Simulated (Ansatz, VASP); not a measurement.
# TaN in two plane-wave programs, part 2 of 2

One calculation is typed for both programs; each brings its own data sets. How far apart do they land? The cell is taken from a series of runs on this material, whose earlier steps may have relaxed, scaled, displaced or heated it; both programs get it as it stands.

VASP 6.6.1 and Ansatz 0.2.0.

So far: Set-up; Ansatz: zone-centre phonons, PBEsol.

## Step 3: VASP: zone-centre phonons, PBEsol

Level of this step: PBEsol; plane waves and PAW (N, Ta_pv) (VASP).

The same cell, functional, mesh and smearing now go to VASP, with its own data sets.

Lines of VASP's logs that name or quote its potential files are left out, and so is its time.

INCAR reads:

```
SYSTEM = TaN
PREC = Accurate
ENCUT = 600
EDIFF = 1E-08
NELM = 120
ISMEAR = 1
SIGMA = 0.2
LREAL = .FALSE.
ALGO = Normal
GGA = PS
NBANDS = 14
LASPH = .TRUE.
LORBIT = 11
LWAVE = .FALSE.
LCHARG = .FALSE.
ISIF = 2
IBRION = 8
GGA_COMPAT = .FALSE.
KPAR = 2
```

POSCAR reads:

```
TaN
1.0
    2.8653547420      0.0000000000      0.0000000000
   -1.4326773710      2.4814699974      0.0000000000
    0.0000000000      0.0000000000      2.8933099318
N Ta
1 1
Direct
    0.6666666667      0.3333333333      0.0000000000
    0.0000000000      0.0000000000      0.5000000000
```

KPOINTS reads:

```
Automatic mesh
0
Gamma
18 18 16
0 0 0
```

PAW data sets: N and Ta_pv (PBE family, release 64).

The run is started by

```
mpirun -np 2 vasp_std
```

Numbers of over 12 decimals in the logs are rounded to 6 here.

Log:

```text
[banner, memory and clock lines left out]
running    2 mpi-ranks, on    1 nodes
 distrk:  each k-point on    1 cores,    2 groups
 distr:  one band on    1 cores,    1 groups

 POSCAR found type information on POSCAR N Ta
 POSCAR found :  2 types and       2 ions
|                                                                             |
|               ----> ADVICE to this user running VASP <----                  |
|                                                                             |
|     You enforced a specific xc type in the INCAR file but a different       |
|     [... a line on the potential file left out ...]
|     I HOPE YOU KNOW WHAT YOU ARE DOING!                                     |
|                                                                             |

 LDA part: xc-table for (Slater+PW92), standard interpolation
 POSCAR, INCAR and KPOINTS ok, starting setup
 FFT: planning ... GRIDC
 FFT: planning ... GRID_SOFT
 FFT: planning ... GRID
 WAVECAR not read
 entering main loop
       N       E                     dE             d eps       ncg     rms          rms(c)
DAV:   1     0.102250933495E+03    0.10225E+03   -0.98072E+03  9340   0.134E+03
DAV:   2    -0.225669451933E+02   -0.12482E+03   -0.11836E+03 11208   0.348E+02
DAV:   3    -0.260455219561E+02   -0.34786E+01   -0.34573E+01 10860   0.572E+01
DAV:   4    -0.260626351676E+02   -0.17113E-01   -0.17110E-01 10998   0.424E+00
DAV:   5    -0.260627397006E+02   -0.10453E-03   -0.10453E-03 11238   0.316E-01    0.259E+01
DAV:   6    -0.238752373178E+02    0.21875E+01   -0.38219E+00 11286   0.247E+01    0.111E+01
DAV:   7    -0.237927442821E+02    0.82493E-01   -0.36914E-01 11970   0.622E+00    0.756E+00
DAV:   8    -0.237620008061E+02    0.30743E-01   -0.11367E-01 12612   0.328E+00    0.152E+00
DAV:   9    -0.237574512322E+02    0.45496E-02   -0.97212E-03 10248   0.908E-01    0.197E-01
DAV:  10    -0.237573650619E+02    0.86170E-04   -0.55278E-04 12792   0.291E-01    0.132E-01
DAV:  11    -0.237573323887E+02    0.32673E-04   -0.51321E-05 10278   0.775E-02    0.112E-02
DAV:  12    -0.237573323009E+02    0.87842E-07   -0.36905E-06 12504   0.191E-02    0.208E-03
DAV:  13    -0.237573322209E+02    0.79984E-07   -0.29232E-08 10414   0.201E-03    0.154E-03
DAV:  14    -0.237573321829E+02    0.37977E-07   -0.70288E-09  9138   0.910E-04    0.204E-04
DAV:  15    -0.237573321713E+02    0.11620E-07   -0.61641E-10  6168   0.283E-04    0.693E-05
DAV:  16    -0.237573321725E+02   -0.12449E-08   -0.57636E-11  6612   0.857E-05
   1 F= -.23757332E+02 E0= -.23757436E+02  d E =0.310876E-03
 Linear response reoptimize wavefunctions to high precision
DAV:   1    -0.237573321728E+02   -0.25329E-09   -0.11422E-11  6768   0.379E-05
DAV:   2    -0.237573321728E+02    0.52296E-11   -0.16058E-12  6222   0.127E-05
 Linear response DOF=           4
 Linear response progress:
  Degree of freedom:   1/  4
       N       E                     dE             d eps       ncg     rms          rms(c)
RMM:   1    -0.232602234213E+00   -0.23260E+00    0.10745E-01 95766   0.288E+00
RMM:   2    -0.226281048831E+00    0.63212E-02   -0.30413E-03 70011   0.474E-01    0.182E-01
RMM:   3    -0.227148385579E+00   -0.86734E-03   -0.54452E-04 66703   0.155E-01    0.984E-02
RMM:   4    -0.228385269835E+00   -0.12369E-02   -0.30427E-04 67719   0.116E-01    0.253E-02
RMM:   5    -0.228443179788E+00   -0.57910E-04   -0.11424E-05 76771   0.273E-02    0.220E-03
RMM:   6    -0.228442501229E+00    0.67856E-06   -0.14006E-06 77386   0.524E-03    0.107E-03
RMM:   7    -0.228436094601E+00    0.64066E-05   -0.21560E-07 81259   0.178E-03    0.709E-04
RMM:   8    -0.228437706318E+00   -0.16117E-05   -0.64449E-08 79990   0.643E-04    0.224E-04
RMM:   9    -0.228435380194E+00    0.23261E-05    0.16117E-09 74017   0.282E-04    0.182E-05
RMM:  10    -0.228435232902E+00    0.14729E-06   -0.71651E-09 85120   0.927E-05    0.163E-05
RMM:  11    -0.228435241353E+00   -0.84512E-08   -0.17518E-09 82129   0.294E-05    0.918E-06
 first order change of Fermi-energy   0.27510E-04
 force on displaced ion       1 direction 1 : -14.835   0.001   0.000
 Linear response progress:
  Degree of freedom:   2/  4
       N       E                     dE             d eps       ncg     rms          rms(c)
RMM:   1    -0.238404726414E+00   -0.23840E+00    0.15701E-01 32802   0.300E+00
RMM:   2    -0.232528531749E+00    0.58762E-02   -0.39221E-03 25100   0.526E-01    0.158E-01
RMM:   3    -0.233323893886E+00   -0.79536E-03   -0.10250E-03 23733   0.194E-01    0.797E-02
RMM:   4    -0.234579719300E+00   -0.12558E-02   -0.45178E-04 24521   0.130E-01    0.234E-02
RMM:   5    -0.234715054320E+00   -0.13534E-03   -0.21971E-05 26224   0.379E-02    0.380E-03
RMM:   6    -0.234714495071E+00    0.55925E-06   -0.18875E-06 26697   0.893E-03    0.122E-03
RMM:   7    -0.234704469613E+00    0.10025E-04   -0.27550E-07 26342   0.291E-03    0.388E-04
RMM:   8    -0.234706225947E+00   -0.17563E-05   -0.33796E-08 28806   0.955E-04    0.154E-04
RMM:   9    -0.234706056881E+00    0.16907E-06   -0.67270E-09 28817   0.300E-04    0.329E-05
RMM:  10    -0.234705808815E+00    0.24807E-06   -0.20438E-09 29357   0.101E-04    0.132E-05
RMM:  11    -0.234705814764E+00   -0.59491E-08   -0.22991E-09 29419   0.375E-05    0.283E-06
 first order change of Fermi-energy  -0.73443E-04
 force on displaced ion       1 direction 3 :  -0.000   0.000 -16.064
 Linear response progress:
  Degree of freedom:   3/  4
       N       E                     dE             d eps       ncg     rms          rms(c)
RMM:   1    -0.129335093622E+00   -0.12934E+00    0.11644E+01 42218   0.251E+01
RMM:   2    -0.158293243942E+00   -0.28958E-01   -0.25318E-02 64597   0.148E+00    0.186E-01
RMM:   3    -0.156886725342E+00    0.14065E-02   -0.26556E-03 74065   0.345E-01    0.104E-01
RMM:   4    -0.155938662925E+00    0.94806E-03   -0.35715E-04 81919   0.128E-01    0.386E-02
RMM:   5    -0.155619111240E+00    0.31955E-03   -0.40494E-05 84574   0.337E-02    0.647E-03
RMM:   6    -0.155626156843E+00   -0.70456E-05   -0.62144E-06 80019   0.115E-02    0.193E-03
RMM:   7    -0.155627797642E+00   -0.16408E-05   -0.14595E-06 87760   0.361E-03    0.460E-04
RMM:   8    -0.155629836556E+00   -0.20389E-05   -0.93617E-07 88238   0.125E-03    0.220E-04
RMM:   9    -0.155631153853E+00   -0.13173E-05   -0.69602E-09 82945   0.547E-04    0.454E-05
RMM:  10    -0.155631413724E+00   -0.25987E-06   -0.26935E-07 85434   0.257E-04    0.202E-05
RMM:  11    -0.155631515054E+00   -0.10133E-06    0.34332E-08 93554   0.115E-04    0.464E-06
RMM:  12    -0.155631525647E+00   -0.10592E-07   -0.48857E-08 90585   0.580E-05    0.478E-06
RMM:  13    -0.155631542785E+00   -0.17139E-07    0.17826E-08 83400   0.351E-05    0.274E-06
RMM:  14    -0.155631572040E+00   -0.29255E-07   -0.72392E-09 78733   0.215E-05    0.116E-06
RMM:  15    -0.155631556860E+00    0.15180E-07    0.11604E-08 68140   0.140E-05    0.235E-06
RMM:  16    -0.155631570630E+00   -0.13770E-07   -0.86654E-10 57389   0.950E-06    0.263E-07
RMM:  17    -0.155631571431E+00   -0.80067E-09    0.52903E-09 44081   0.687E-06    0.392E-07
 first order change of Fermi-energy  -0.57158E-04
 force on displaced ion       2 direction 1 : -14.836   0.000   0.000
 Linear response progress:
  Degree of freedom:   4/  4
       N       E                     dE             d eps       ncg     rms          rms(c)
RMM:   1    -0.155010391333E+00   -0.15501E+00    0.98870E+00 14964   0.243E+01
RMM:   2    -0.183646420875E+00   -0.28636E-01   -0.27957E-02 22262   0.153E+00    0.136E-01
RMM:   3    -0.183049802579E+00    0.59662E-03   -0.19938E-03 26394   0.291E-01    0.739E-02
RMM:   4    -0.182545454213E+00    0.50435E-03   -0.19392E-04 27294   0.990E-02    0.194E-02
RMM:   5    -0.182436520853E+00    0.10893E-03   -0.25163E-05 29689   0.264E-02    0.672E-03
RMM:   6    -0.182403907469E+00    0.32613E-04   -0.42622E-06 27259   0.983E-03    0.723E-04
RMM:   7    -0.182405602873E+00   -0.16954E-05   -0.15434E-06 31466   0.288E-03    0.403E-04
RMM:   8    -0.182407775654E+00   -0.21728E-05   -0.12184E-06 30144   0.104E-03    0.773E-05
RMM:   9    -0.182408210317E+00   -0.43466E-06   -0.72568E-07 31120   0.454E-04    0.382E-05
RMM:  10    -0.182408637908E+00   -0.42759E-06   -0.44487E-07 28555   0.258E-04    0.114E-05
RMM:  11    -0.182408829482E+00   -0.19157E-06   -0.27187E-07 31652   0.138E-04    0.383E-06
RMM:  12    -0.182408825160E+00    0.43227E-08   -0.15554E-07 29864   0.755E-05    0.249E-06
RMM:  13    -0.182408812314E+00    0.12845E-07   -0.95610E-08 27827   0.449E-05    0.454E-06
RMM:  14    -0.182408807739E+00    0.45754E-08   -0.49131E-08 19582   0.280E-05    0.571E-06
 first order change of Fermi-energy  -0.11471E-02
 force on displaced ion       2 direction 3 :  -0.000  -0.000 -16.070
 Linear response finished
```

OUTCAR, selected parts (step 3):

```text
ion  position               nearest neighbor table
   1  0.667  0.333  0.000-   2 2.20   2 2.20   2 2.20   2 2.20   2 2.20   2 2.20
   2  0.000  0.000  0.500-   1 2.20   1 2.20   1 2.20   1 2.20   1 2.20   1 2.20

  LATTYP: Found a hexagonal cell.
 ALAT       =     2.8653547420
 C/A-ratio  =     1.0097562753

 Subroutine GETGRP returns: Found 12 space group operations
 (whereof 12 operations were pure point group operations)

The static configuration has the point symmetry D_3h.

 Found    333 irreducible k-points:

   k-points           NKPTS =    333   k-points in BZ     NKDIM =    333   number of bands    NBANDS=     14

   dimension x,y,z NGX =    24 NGY =   24 NGZ =   24
   dimension x,y,z NGXF=    48 NGYF=   48 NGZF=   48

   ENCUT  =  600.0 eV  44.10 Ry    6.64 a.u.   5.72  5.72  5.78*2*pi/ulx,y,z

   NELECT =      16.0000    total number of electrons

 k-points in reciprocal lattice and weights: Automatic mesh
   0.00000000  0.00000000  0.00000000       0.000
   0.05555556  0.00000000  0.00000000       0.001
   0.11111111  0.00000000  0.00000000       0.001
   0.16666667  0.00000000  0.00000000       0.001
   0.22222222  0.00000000  0.00000000       0.001
   0.27777778  0.00000000  0.00000000       0.001
   0.33333333  0.00000000  0.00000000       0.001
   0.38888889 -0.00000000  0.00000000       0.001
   0.44444444  0.00000000  0.00000000       0.001
[...]
0.33333333  0.27777778  0.50000000       0.002
   0.33333333  0.33333333  0.50000000       0.000

 average (electrostatic) potential at core
       1 -61.2702       2 -34.1795

  Total        2.4219990      2.4219990      0.1445648     -0.0000000      0.0000000     -0.0000000
  in kB      188.6262656    188.6262656     11.2587683     -0.0000000      0.0000000     -0.0000000
  external PRESSURE =     129.5037665 kB  Pullay stress =       0.0000000 kB

  energy-cutoff  :      600.00
  volume of cell :       20.57
      direct lattice vectors                 reciprocal lattice vectors
     2.865354742  0.000000000  0.000000000     0.348996927  0.201493470  0.000000000
    -1.432677371  2.481469997  0.000000000     0.000000000  0.402986940  0.000000000
     0.000000000  0.000000000  2.893309932     0.000000000  0.000000000  0.345624915

 POSITION                                       TOTAL-FORCE (eV/Angst)
 -----------------------------------------------------------------------------------
      1.43268      0.82716      0.00000        -0.000000      0.000000      0.000000
      0.00000      0.00000      1.44665         0.000000      0.000000      0.000000
 -----------------------------------------------------------------------------------
    total drift:                               -0.000000      0.000000      0.000000

 Eigenvectors and eigenvalues of the dynamical matrix
 ----------------------------------------------------

   1 f  =   17.381537 THz   109.211416 2PiTHz  579.785657 cm-1    71.884228 meV
             X         Y         Z           dx          dy          dz
      1.432677  0.827157  0.000000    -0.000000    0.000000    0.963410
      0.000000  0.000000  1.446655    -0.000000    0.000000   -0.268033

   2 f  =   16.703267 THz   104.949721 2PiTHz  557.161008 cm-1    69.079130 meV
             X         Y         Z           dx          dy          dz
      1.432677  0.827157  0.000000     0.963419   -0.000000    0.000000
      0.000000  0.000000  1.446655    -0.268001   -0.000000    0.000000

   3 f  =   16.703267 THz   104.949721 2PiTHz  557.161008 cm-1    69.079130 meV
             X         Y         Z           dx          dy          dz
      1.432677  0.827157  0.000000     0.000000    0.963419   -0.000000
      0.000000  0.000000  1.446655     0.000000   -0.268001    0.000000

   4 f/i=    0.000178 THz     0.001119 2PiTHz    0.005942 cm-1     0.000737 meV
             X         Y         Z           dx          dy          dz
      1.432677  0.827157  0.000000    -0.267475   -0.016773   -0.000000
      0.000000  0.000000  1.446655    -0.961530   -0.060296   -0.000000

   5 f/i=    0.000178 THz     0.001119 2PiTHz    0.005942 cm-1     0.000737 meV
             X         Y         Z           dx          dy          dz
      1.432677  0.827157  0.000000     0.016773   -0.267475   -0.000000
      0.000000  0.000000  1.446655     0.060296   -0.961530   -0.000000

   6 f/i=    0.000780 THz     0.004899 2PiTHz    0.026007 cm-1     0.003224 meV
             X         Y         Z           dx          dy          dz
      1.432677  0.827157  0.000000     0.000000   -0.000000    0.268033
      0.000000  0.000000  1.446655     0.000000   -0.000000    0.963410

 ELASTIC MODULI CONTR FROM IONIC RELAXATION (kBar)
 Direction    XX          YY          ZZ          XY          YZ          ZX
 --------------------------------------------------------------------------------
 XX         -28.1902     28.1902      0.0000      0.0000      0.0000      0.0000
 YY          28.1902    -28.1902      0.0000     -0.0000      0.0000      0.0000
 ZZ           0.0000      0.0000      0.0000      0.0000      0.0000      0.0000
 XY           0.0000     -0.0000      0.0000    -28.1902      0.0000      0.0000
 YZ           0.0000      0.0000      0.0000      0.0000      0.0000      0.0000
 ZX           0.0000      0.0000      0.0000      0.0000      0.0000      0.0000
 --------------------------------------------------------------------------------
```

## Step 4: Side by side

Known differences besides the potentials themselves: the data sets hold 18 valence electrons in Ansatz (on its PAW soft_1 files) and 16 in VASP; the cutoff is 420 eV in Ansatz and 600 eV in VASP; Ansatz makes its cores anew for this functional, VASP keeps those of its PBE data sets. Total energies have different zeros and are not compared.

Both answers:

| quantity | Ansatz | VASP | difference |
| --- | --- | --- | --- |
| optical mode 1 to 2 (cm⁻¹) | 554.0 | 557.2 | -0.56 % |
| optical mode 3 (cm⁻¹) | 576.6 | 579.8 | -0.55 % |

Modes are paired by rising frequency, not by their patterns, so a pair may set unlike modes beside each other; they are those without the splitting of longitudinal modes.

## Step 5: Results

```json
{
 "r.m.s. difference of the optical zone-centre modes, each program's sorted by frequency (zone-centre phonons, PBEsol)": "3.1 cm⁻¹",
 "difference in optical mode 1 to 2 (zone-centre phonons, PBEsol)": "-0.6 %"
}
```

In words: The r.m.s. difference of the optical zone-centre modes, each program's sorted by frequency is 3.1 cm⁻¹ (zone-centre phonons, PBEsol). The data sets hold unlike numbers of valence electrons (18 in Ansatz and 16 in VASP), so part of the differences comes from the potentials. Among the rows given in per cent, the largest difference of the zone-centre phonons, PBEsol pair is in optical mode 1 to 2, -0.6 %. How closely two codes agree says nothing of how well the functional describes the real material.

[Lines on the potential files, build, host, timing and source positions are cut from VASP's logs without a mark.]

[Logs are printed without paths, hosts, clocks, repeated set-up lines and the standing remarks that a program may print on its own settings, such as how far it seeks lower states.]

[Hosts, paths, dates, database ids (printed as entryN), source tags and the programs' standing remarks are cut or masked in the printed files.]
